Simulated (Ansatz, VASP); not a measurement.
## Ge3Rh in VASP and in Ansatz

```
Ge Rh
1.0
     5.13821    0.00000    0.00000
     0.00000    5.13821    0.00000
     0.00000    0.00000    5.13821
Ge Rh
6 2
Direct
  0.25000 0.00000 0.50000
  0.50000 0.75000 0.00000
  0.75000 0.00000 0.50000
  0.50000 0.25000 0.00000
  0.00000 0.50000 0.75000
  0.00000 0.50000 0.25000
  0.00000 0.00000 0.00000
  0.50000 0.50000 0.50000
```

Alike in both runs: task single point; functional PBE; k mesh 4 × 4 × 4; occupations gaussian, width 0.2 eV; no spin polarisation.

|  | VASP | Ansatz |
| --- | --- | --- |
| version | VASP 6.6.1 | Ansatz 0.2.0 |
| potentials or method | VASP PAW PBE potentials, release 64 (Ge_d, Rh_pv) | scalar-relativistic, plane waves, PAW |
| plane-wave cutoff (eV) | 520 | 420 |
| valence electrons in the cell | 114 | 118 |

|  | VASP | Ansatz | Ansatz less VASP |
| --- | --- | --- | --- |
| gap on the k mesh at the Fermi level (eV) | none | none | - |
| pressure (GPa) | 0.2 | 0.1 | -0.07 |

A gap of «none» marks a metal or a gap that the smearing closes. With one functional, cell and mesh, what is left measures potentials, basis and numerics. The two sets of potentials don't hold the same shells in valence.
